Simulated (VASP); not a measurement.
Given:

```
CELL_PARAMETERS angstrom
      0.00000     2.96675     2.96675
      2.96675     0.00000     2.96675
      2.96675     2.96675     0.00000
ATOMIC_POSITIONS crystal
  Eu 0.00000 0.00000 0.00000
  S  0.50000 0.50000 0.50000
```

These are revPBE GGA, VASP's PBE PAW potentials (set 64) (plane waves; VASP) values and carry that method's errors. Numerical set-up: 520 eV cut-off, Gaussian smearing of 0.050 eV, potentials Eu_2 S.

The 4f electrons are frozen in the core of the lanthanide potential, so 4f levels, which can set the real gap, and their magnetism are missing.

Predict the band gap (along the path) with the smallest direct gap where there is one.

```json
{
  "band gap (along the path)": "2.18 eV",
  "smallest direct gap (along the path)": "2.60 eV"
}
```

The absolute energy has meaning only against runs of the same code, potentials and settings.

The compound is EuS in the rock salt structure. It was relaxed first.
